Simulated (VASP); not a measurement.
These are HSE06 screened hybrid, VASP's PBE PAW potentials (set 64) (plane waves; VASP) values and carry that method's errors.

Input for VASP

### INCAR
```
! general
SYSTEM    =  CuSi63
PREC      =  Normal
ENCUT     =  400
LREAL     =  Auto
LASPH     =  .TRUE.
ISYM      =  0
NELECT    =  264.0

! electronic loop
EDIFF     =  1E-5
NELM      =  50
NELMIN    =  4
ALGO      =  Normal
LMAXMIX   =  4

! smearing
ISMEAR    =  0
SIGMA     =  0.05

! functional
GGA       =  PE
LHFCALC   =  .TRUE.
AEXX      =  0.25
HFSCREEN  =  0.2
PRECFOCK  =  Fast

! ions
ISIF      =  0

! output
LWAVE     =  .FALSE.
LCHARG    =  .FALSE.
```

**KPOINTS**
```
Automatic mesh
0
Gamma
1 1 1
0 0 0
```

File POSCAR:
```
CuSi63
1
   10.9370747000     0.0000000000     0.0000000000
    0.0000000000    10.9370747000     0.0000000000
    0.0000000000     0.0000000000    10.9370747000
Si Cu
63 1
Direct
  0.4997913878   0.9999824903   0.0002635078
  0.6241981498   0.1251448306   0.1274747980
  0.7499730655   0.2480362048   0.0005682952
  0.8771262748   0.3731837502   0.1232286465
  0.7475413171   0.9985936761   0.2527124098
  0.8727816772   0.1252335008   0.3760079857
  0.9999351884   0.0001106077   0.0003261579
  0.1261047832   0.1237576274   0.1262059760
  0.2502199325   0.2481078778   0.9996209764
  0.3740536755   0.3746555210   0.1244855440
  0.5000687399   0.5001337435   0.0003119126
  0.6261875379   0.6256220486   0.1243933642
  0.7499741658   0.7520487260   0.9994683401
  0.8739093773   0.8763939007   0.1262783105
  0.2522868444   0.0016575055   0.2528239735
  0.3769529042   0.1296762449   0.3770664319
  0.5025864900   0.2560506901   0.2525586064
  0.6262325511   0.3887015151   0.3739383385
  0.7543632469   0.4991184764   0.2457330510
  0.8755836900   0.6253482966   0.3742788603
  0.4999895769   0.0001575894   0.5002593413
  0.6231862445   0.1296877260   0.6231906081
  0.7475007553   0.2560888326   0.4974177867
  0.8755228136   0.3747273454   0.6260264141
  0.7474275897   0.0016106717   0.7476251507
  0.8739881986   0.1235394355   0.8740333873
  0.9998063264   0.5000475029   0.0003081558
  0.1227737608   0.6268409003   0.1230419957
  0.2500321694   0.7520595119   0.0005873555
  0.3756397843   0.8750092114   0.1276824299
  0.9998244979   0.2481947691   0.2505258069
  0.1246876199   0.3748502026   0.3743748571
  0.2456470192   0.5011354380   0.2455631559
  0.3739779004   0.6116821149   0.3734688591
  0.4975296570   0.7442717885   0.2523648733
  0.6230682475   0.8705571236   0.3770730453
  0.9998510837   0.0000218463   0.5004085655
  0.1273944439   0.1252217515   0.6242565722
  0.2526282139   0.2560321864   0.5027961805
  0.3737385191   0.3883976186   0.6269365678
  0.6261070855   0.6112882306   0.6264036909
  0.7473506343   0.7439705730   0.5026754403
  0.8724214626   0.8748012319   0.6243633181
  0.2523461004   0.9984744967   0.7476194994
  0.3758298417   0.1250758380   0.8726956638
  0.4975754165   0.2558908796   0.7478683024
  0.6260493183   0.3746931455   0.8759471752
  0.7543523123   0.5009920828   0.7545150752
  0.8771863141   0.6267499080   0.8770220316
  0.0003704296   0.7519615309   0.2504731683
  0.1272511270   0.8748975484   0.3761833099
  0.0001634733   0.5001682069   0.5003158783
  0.1247842322   0.6255029492   0.6260224357
  0.2527359916   0.7441243300   0.4973503374
  0.3768257543   0.8705365242   0.6232442349
  0.0003433560   0.2481144402   0.7498937539
  0.1227087634   0.3732851696   0.8773580563
  0.2455308792   0.4990625140   0.7547639057
  0.3740638144   0.6254785447   0.8758581600
  0.5025548091   0.7440759852   0.7475583653
  0.6240780235   0.8749642405   0.8727029129
  0.9996820655   0.7519374615   0.7498000764
  0.1258468913   0.8764786233   0.8741329113
  0.4995964825   0.4998487444   0.5002517016
```

POTCAR, in this order: Si Cu (PBE.64 set). Program: vasp_gam. Read from the step before: WAVECAR.

The resulting files:

### OSZICAR
```
       N       E                     dE             d eps       ncg     rms          rms(c)
DAV:   1    -0.386107499874E+03   -0.38611E+03   -0.13036E+01   474   0.199E+01    0.192E+01
DAV:   2    -0.386136364517E+03   -0.28865E-01   -0.17354E+00   492   0.124E+01    0.127E+01
DAV:   3    -0.386138456430E+03   -0.20919E-02   -0.20075E-01   519   0.393E+00    0.748E+00
DAV:   4    -0.386136213897E+03    0.22425E-02   -0.50038E-02   516   0.143E+00    0.434E+00
DAV:   5    -0.386133329620E+03    0.28843E-02   -0.12210E-02   455   0.129E+00    0.252E+00
DAV:   6    -0.386132668699E+03    0.66092E-03   -0.18771E-03   516   0.266E-01    0.142E+00
DAV:   7    -0.386132410803E+03    0.25790E-03   -0.49139E-04   495   0.203E-01    0.801E-01
DAV:   8    -0.386132332156E+03    0.78647E-04   -0.19928E-04   444   0.131E-01    0.462E-01
DAV:   9    -0.386132309971E+03    0.22185E-04   -0.32605E-05   284   0.121E-02    0.260E-01
DAV:  10    -0.386132304642E+03    0.53294E-05   -0.60588E-06   180   0.222E-02
   1 F= -.38613230E+03 E0= -.38613230E+03  d E =-.579590E-15
```

OUTCAR:
```
------------------------ aborting loop because EDIFF is reached ----------------------------------------
  volume of cell :     1308.29
      direct lattice vectors                 reciprocal lattice vectors
    10.937074700  0.000000000  0.000000000     0.091432127  0.000000000  0.000000000
     0.000000000 10.937074700  0.000000000     0.000000000  0.091432127  0.000000000
     0.000000000  0.000000000 10.937074700     0.000000000  0.000000000  0.091432127
 POSITION                                       TOTAL-FORCE (eV/Angst)
 -----------------------------------------------------------------------------------
      5.46626     10.93688      0.00288         0.003522      0.001664     -0.001589
      6.82690      1.36872      1.39420         0.007814      0.008843     -0.012977
      8.20251      2.71279      0.00622        -0.009092      0.008731     -0.001454
      9.59320      4.08154      1.34776        -0.004450      0.016899      0.004118
      8.17592     10.92169      2.76393        -0.000107     -0.014715     -0.002093
      9.54568      1.36969      4.11243         0.008650      0.005048     -0.009279
     10.93637      0.00121      0.00357         0.002390     -0.002605     -0.000057
      1.37922      1.35355      1.38032        -0.016940      0.002635     -0.016743
      2.73667      2.71357     10.93293         0.003896      0.007716      0.001792
      4.09105      4.09764      1.36151         0.018369      0.022142      0.001023
      5.46929      5.47000      0.00341         0.000537      0.002101     -0.003824
      6.84866      6.84248      1.36050        -0.022340     -0.019440      0.002707
      8.20252      8.22521     10.93126        -0.006655     -0.007306      0.004650
      9.55801      9.58519      1.38112         0.018158     -0.000533     -0.020345
      2.75928      0.01813      2.76515         0.007507      0.008910     -0.000800
      4.12276      1.41828      4.12400         0.003740     -0.008552      0.005018
      5.49683      2.80045      2.76225        -0.041036     -0.001315      0.002751
      6.84915      4.25126      4.08979         0.118747      0.000751     -0.130612
      8.25053      5.45890      2.68760         0.012620      0.040912     -0.006414
      9.57632      6.83948      4.09352         0.005055     -0.016333      0.018090
      5.46842      0.00172      5.47137         0.001073     -0.003078     -0.002128
      6.81583      1.41840      6.81588        -0.004855     -0.002189     -0.000385
      8.17547      2.80086      5.44030         0.010060     -0.003558      0.045153
      9.57566      4.09842      6.84690         0.009599      0.013671     -0.016748
      8.17467      0.01762      8.17683         0.001229      0.004388      0.001774
      9.55887      1.35116      9.55937         0.018553      0.010641      0.020693
     10.93496      5.46906      0.00337         0.000931     -0.003352     -0.004208
      1.34279      6.85581      1.34572         0.003746     -0.014264      0.001708
      2.73462      8.22533      0.00642         0.011688     -0.010010     -0.005906
      4.10840      9.57004      1.39647        -0.010570     -0.007444     -0.023506
     10.93516      2.71452      2.74002        -0.000133      0.013241      0.003463
      1.36372      4.09976      4.09457        -0.013591      0.018116      0.008981
      2.68666      5.48096      2.68574        -0.011089     -0.041948     -0.001422
      4.09022      6.69001      4.08466        -0.127199     -0.007321     -0.115803
      5.44152      8.14016      2.76013         0.044355      0.003399      0.001207
      6.81454      9.52135      4.12408        -0.009368      0.006449      0.004535
     10.93545      0.00024      5.47301        -0.000792     -0.003180     -0.007861
      1.39332      1.36956      6.82754        -0.016894      0.007714      0.010310
      2.76301      2.80024      5.49912        -0.002563      0.000823     -0.037115
      4.08761      4.24793      6.85685        -0.123288      0.000116      0.114834
      6.84778      6.68571      6.85102         0.130824      0.008107      0.116183
      8.17383      8.13686      5.49780         0.004161     -0.001269     -0.039383
      9.54174      9.56777      6.82871         0.017933     -0.007540      0.006773
      2.75993     10.92039      8.17677         0.000970     -0.006886      0.004253
      4.11048      1.36796      9.54474        -0.008318      0.005602      0.015772
      5.44202      2.79870      8.17949         0.039936      0.001899      0.005118
      6.84715      4.09805      9.58030        -0.021050      0.015920      0.000059
      8.25041      5.47939      8.25219         0.006790     -0.046973      0.012158
      9.59385      6.85481      9.59206        -0.001056     -0.012277      0.005749
      0.00405      8.22426      2.73944        -0.004246     -0.008368     -0.000524
      1.39176      9.56882      4.11434        -0.015523     -0.000464     -0.011164
      0.00179      5.47038      5.47199        -0.001262     -0.001994     -0.004054
      1.36477      6.84117      6.84685        -0.008144     -0.017150     -0.016607
      2.76419      8.13854      5.43956        -0.008031     -0.002664      0.041677
      4.12137      9.52112      6.81647         0.009273      0.003159     -0.005598
      0.00376      2.71365      8.20164         0.000180      0.007449     -0.004191
      1.34207      4.08265      9.59573         0.003102      0.019036     -0.005144
      2.68539      5.45828      8.25491        -0.007048      0.040655      0.013139
      4.09116      6.84091      9.57933         0.018361     -0.016245      0.001131
      5.49648      8.13801      8.17610        -0.051404     -0.003914      0.008890
      6.82559      9.56955      9.54482         0.007318     -0.009444      0.018833
     10.93360      8.22400      8.20062         0.001484     -0.005882     -0.003194
      1.37640      9.58611      9.56046        -0.010591     -0.003460      0.018945
      5.46412      5.46688      5.47129         0.005065      0.004936     -0.010359
 -----------------------------------------------------------------------------------
    total drift:                                0.013103     -0.002442      0.041118
  FREE ENERGIE OF THE ION-ELECTRON SYSTEM (eV)
  ---------------------------------------------------
  free  energy   TOTEN  =      -386.1323046415 eV

  energy  without entropy=     -386.1323046415  energy(sigma->0) =     -386.13230464

  exchange ACFDT corr.  =         0.00000000  see jH, gK, PRB 81, 115126
```
(Selected blocks of OUTCAR.)

The cell is charged, with a uniform compensating background. The supercell is sampled at Γ alone, which is coarse: total energies, pressure and levels can be off, energies of defects by several tenths of an eV.

The cell is a supercell with a defect, built from Si (diamond): Cu_Si, charge -1. The cell's shape comes from a PBE relaxation. The run is not spin-polarised, so no state with unpaired spins was tried.
